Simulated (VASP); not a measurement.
# NbSi2B6: single point with PBE

NbSi2B6:

```xyz
9
Lattice="0.0000 3.5450 3.5450 3.5450 0.0000 3.5450 3.5450 3.5450 0.0000" Properties=species:S:1:pos:R:3 pbc="T T T"
Nb    0.0000    0.0000    0.0000
Si    1.7725    1.7725    1.7725
Si    5.3176    5.3176    5.3176
B     2.2861    3.5450    3.5450
B     3.5450    2.2861    3.5450
B     4.8040    3.5450    3.5450
B     3.5450    4.8040    3.5450
B     3.5450    3.5450    2.2861
B     3.5450    3.5450    4.8040
```

The cell was built by a generator and needn't be a form met in nature.

The cell isn't the ideal one: species swapped into the Cs2GeF6 type (Fm-3m, No. 225).

* Program: VASP 6.6.1
* Task: single point
* Functional: PBE
* Potentials or basis: VASP PAW PBE potentials, release 64 (Nb_sv, Si, B)
* Cutoff: 520 eV
* k mesh: 4 × 4 × 4
* Occupations: gaussian, width 0.1 eV
* Spin: no spin polarisation
* Dipole correction: no
* Further INCAR settings: ALGO = Normal; EDIFF = 1e-07; NBANDS = 30

The pressure is 0.0 GPa. The largest force is 0.023 eV/Å and the band gap on the k mesh is none (metal or under the smearing width).

Forces on the atoms (eV/Å):
```
Nb   0.000  0.000  0.000
Si   0.000  0.000  0.000
Si   0.000  0.000  0.000
B   -0.023  0.000  0.000
B    0.000 -0.023  0.000
B    0.023  0.000  0.000
B    0.000  0.023  0.000
B    0.000  0.000 -0.023
B    0.000  0.000  0.023
```

Levels at points of the mesh, in eV from the Fermi level:
```csv
k point,band 16,band 17,band 18,band 19,band 20,band 21,band 22,band 23,band 24,band 25
"(0.00, 0.00, 0.00)",-1.68,-1.68,-1.68,1.38,1.86,1.86,1.86,3.78,3.78,3.78
"(0.50, 0.00, 0.00)",-2.39,-2.06,-2.06,-1.97,-1.97,0.63,1.81,4.12,4.33,4.33
"(0.50, 0.50, 0.00)",-1.72,-1.72,-0.88,-0.88,0.83,0.91,1.21,1.83,2.29,2.63
```

Wall time 23 s on 1 thread of AMD EPYC 9R45 (Zen 5), on a shared host, peak memory 0.2 GiB.

Caveat: the k mesh is coarse (spacing up to 0.38 Å⁻¹), so the values aren't converged.
